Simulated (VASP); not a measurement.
Cost and result of VASP (PAW) for the bulk modulus of CsI (CsCl type). Static lattice, third-order Birch-Murnaghan fit over five volumes. The cost counts the five points of the equation of state, each on the mesh and cut-off of its row, so the ratios hold those differences too. With PBEsol it took about 70 core-seconds. The timings are rough (shared machines, no repeats); factors under 2 mean little.

Unless said otherwise, spin-orbit coupling is left out, though it shifts the bands of the heavy elements here.

| level | k-mesh | cut-off (eV) | bulk modulus (GPa) | cost over PBEsol |
|---|---|---|---|---|
| LDA | 6×6×6 | 520 | 16.9 | within a factor of 2 |
| PBEsol | 6×6×6 | 520 | 12.8 | reference |
| r2SCAN | 6×6×6 | 520 | (withheld) | (withheld) |
| SCAN | 6×6×6 | 520 | 12.8 | (withheld) |

Problem. What belongs in the gaps?

Solution. 
- r2SCAN, bulk modulus (GPa): 12.1
- r2SCAN, cost over PBEsol: about 7 times
- SCAN, cost over PBEsol: about 9 times

Left out are levels that failed, ran on another kind of processor or have no fit band path; at most nine are shown.

The compound is CsI in the CsCl type structure.
